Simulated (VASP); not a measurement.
Output of a VASP run:

### OSZICAR
```
       N       E                     dE             d eps       ncg     rms          rms(c)
DAV:   1     0.291270494939E+03    0.29127E+03   -0.29899E+04  1548   0.124E+03
DAV:   2    -0.147524579434E+03   -0.43880E+03   -0.43031E+03  1744   0.331E+02
DAV:   3    -0.173287397672E+03   -0.25763E+02   -0.25662E+02  1834   0.808E+01
DAV:   4    -0.173563283286E+03   -0.27589E+00   -0.27559E+00  1794   0.789E+00
DAV:   5    -0.173566260442E+03   -0.29772E-02   -0.29764E-02  1809   0.730E-01    0.116E+01
DAV:   6    -0.162123422857E+03    0.11443E+02   -0.12602E+01  1878   0.334E+01    0.134E+01
DAV:   7    -0.159531274225E+03    0.25921E+01   -0.86243E-01  1631   0.637E+00    0.103E+01
DAV:   8    -0.157667181544E+03    0.18641E+01   -0.80290E-01  1560   0.608E+00    0.959E-01
DAV:   9    -0.153199017556E+03    0.44682E+01   -0.18740E+00  1566   0.680E+00    0.125E+00
DAV:  10    -0.153410858602E+03   -0.21184E+00   -0.79233E-02  1671   0.148E+00    0.126E+00
DAV:  11    -0.153495162548E+03   -0.84304E-01   -0.33924E-03  1812   0.263E-01    0.112E+00
DAV:  12    -0.153805001431E+03   -0.30984E+00   -0.25610E-01  1631   0.183E+00    0.995E-01
DAV:  13    -0.154340125417E+03   -0.53512E+00   -0.51970E-01  1633   0.306E+00    0.193E+00
DAV:  14    -0.154082449313E+03    0.25768E+00   -0.13771E-01  1584   0.206E+00    0.168E+00
DAV:  15    -0.154294163316E+03   -0.21171E+00   -0.25260E-01  1557   0.244E+00    0.638E-01
DAV:  16    -0.154294955403E+03   -0.79209E-03   -0.35049E-02  1658   0.712E-01    0.179E-01
DAV:  17    -0.154296260463E+03   -0.13051E-02   -0.10440E-02  1596   0.554E-01    0.213E-01
DAV:  18    -0.154296011333E+03    0.24913E-03   -0.21957E-04  1794   0.652E-02    0.218E-01
DAV:  19    -0.154292263763E+03    0.37476E-02   -0.86100E-04  1611   0.128E-01    0.207E-01
DAV:  20    -0.154297962061E+03   -0.56983E-02   -0.16772E-03  1578   0.227E-01    0.121E-01
DAV:  21    -0.154299141274E+03   -0.11792E-02   -0.24620E-03  1584   0.259E-01    0.114E-01
DAV:  22    -0.154299425570E+03   -0.28430E-03   -0.18168E-04  1703   0.802E-02    0.830E-02
DAV:  23    -0.154299420620E+03    0.49504E-05   -0.43026E-05  1614   0.389E-02    0.342E-02
DAV:  24    -0.154299730594E+03   -0.30997E-03   -0.17610E-04  1590   0.595E-02    0.478E-02
DAV:  25    -0.154299818345E+03   -0.87751E-04   -0.33164E-05  1620   0.336E-02    0.397E-02
DAV:  26    -0.154299819199E+03   -0.85380E-06   -0.16417E-06  1128   0.731E-03
   1 F= -.15429982E+03 E0= -.15429982E+03  d E =-.154300E+03
       N       E                     dE             d eps       ncg     rms          rms(c)
DAV:   1    -0.154299844284E+03   -0.25939E-04   -0.26321E-02  1566   0.769E-01    0.573E-02
DAV:   2    -0.154299830498E+03    0.13786E-04   -0.34643E-04  1606   0.113E-01    0.189E-02
DAV:   3    -0.154299863855E+03   -0.33357E-04   -0.51353E-05  1584   0.427E-02    0.111E-02
DAV:   4    -0.154299841445E+03    0.22410E-04   -0.37962E-05  1605   0.364E-02    0.398E-03
DAV:   5    -0.154299863112E+03   -0.21668E-04   -0.28359E-05  1583   0.314E-02    0.247E-03
DAV:   6    -0.154299866590E+03   -0.34775E-05   -0.16876E-06  1285   0.716E-03    0.144E-03
DAV:   7    -0.154299866997E+03   -0.40688E-06   -0.27418E-07   879   0.292E-03
   2 F= -.15429987E+03 E0= -.15429987E+03  d E =-.477974E-04
```

OUTCAR:
```
------------------------ aborting loop because EDIFF is reached ----------------------------------------
  FORCE on cell =-STRESS in cart. coord.  units (eV):
  Direction    XX          YY          ZZ          XY          YZ          ZX
  --------------------------------------------------------------------------------------
  Total        0.0168394      0.0179303      0.0210168      0.0000000      0.0000000      0.0000000
  in kB        0.1115400      0.1187657      0.1392098      0.0000000      0.0000000      0.0000000
  external PRESSURE =       0.1231718 kB  Pullay stress =       0.0000000 kB
  volume of cell :      241.88
      direct lattice vectors                 reciprocal lattice vectors
     4.415878814  0.000000000  0.000000000     0.226455490  0.000000000  0.000000000
     0.000000000  8.827918029  0.000000000     0.000000000  0.113276992  0.000000000
     0.000000000  0.000000000  6.204850507     0.000000000  0.000000000  0.161164237
 POSITION                                       TOTAL-FORCE (eV/Angst)
 -----------------------------------------------------------------------------------
      0.00000      2.09808      0.05601         0.000000      0.014460     -0.003808
      0.00000      6.72984      0.05601        -0.000000     -0.014460     -0.003808
      2.20794      0.00000      3.14930        -0.000000      0.000000      0.012792
      2.20794      4.41396      2.94061        -0.000000      0.000000     -0.003510
      0.00000      4.41396      4.66527        -0.000000      0.000000     -0.009519
      2.20794      2.13782      1.55276        -0.000000     -0.003539     -0.001493
      2.20794      6.69009      1.55276        -0.000000      0.003539     -0.001493
      0.00000      0.00000      4.64190        -0.000000      0.000000      0.010840
 -----------------------------------------------------------------------------------
    total drift:                                0.000000      0.000000     -0.002155
  FREE ENERGIE OF THE ION-ELECTRON SYSTEM (eV)
  ---------------------------------------------------
  free  energy   TOTEN  =      -154.2998669966 eV

  energy  without entropy=     -154.2998669966  energy(sigma->0) =     -154.29986700

 reached required accuracy - stopping structural energy minimisation
```
(Selected blocks of OUTCAR.)

POSCAR:
```
Cd4TeSe3
1
    4.4149032602     0.0000000000     0.0000000000
    0.0000000000     8.8291390258     0.0000000000
    0.0000000000     0.0000000000     6.2044931718
Cd Te Se
4 1 3
Direct
  0.0000000000   0.2375652015   0.0091038188
  0.0000000000   0.7624347985   0.0091038188
  0.5000000000   0.0000000000   0.5074686684
  0.5000000000   0.5000000000   0.4739472381
  0.0000000000   0.5000000000   0.7519155437
  0.5000000000   0.2421911592   0.2502409856
  0.5000000000   0.7578088408   0.2502409856
  0.0000000000   0.0000000000   0.7479889408
```

Question: Write an INCAR and KPOINTS that could have produced this output.

Answer: This is not unique; one that fits is the input of the run itself, r2SCAN meta-GGA, plane waves, VASP's PBE PAW potentials (set 64).

### KPOINTS
```
Automatic mesh
0
Gamma
5 3 4
0 0 0
```

INCAR:
```
! general
SYSTEM  = Cd4TeSe3
PREC    = Accurate
ENCUT   = 400
LREAL   = .FALSE.
LASPH   = .TRUE.

! electronic loop
EDIFF   = 1E-6
NELM    = 100
ALGO    = Normal
LMAXMIX = 4
LMIXTAU = .TRUE.

! smearing
ISMEAR  = 0
SIGMA   = 0.05

! functional
METAGGA = R2SCAN

! ions
IBRION  = 2
NSW     = 60
ISIF    = 3
EDIFFG  = -0.02

! output
LWAVE   = .FALSE.
LCHARG  = .FALSE.
```

POTCAR, in this order: Cd Te Se (PBE.64 set). Program: vasp_std.

The structure comes from a computed database's Cd4TeSe3 entry (Pmm2); how it stands against other phases isn't given here. This run relaxes it. Symmetry was kept, so distortions that lower it aren't found. The start is the result of an earlier pass.
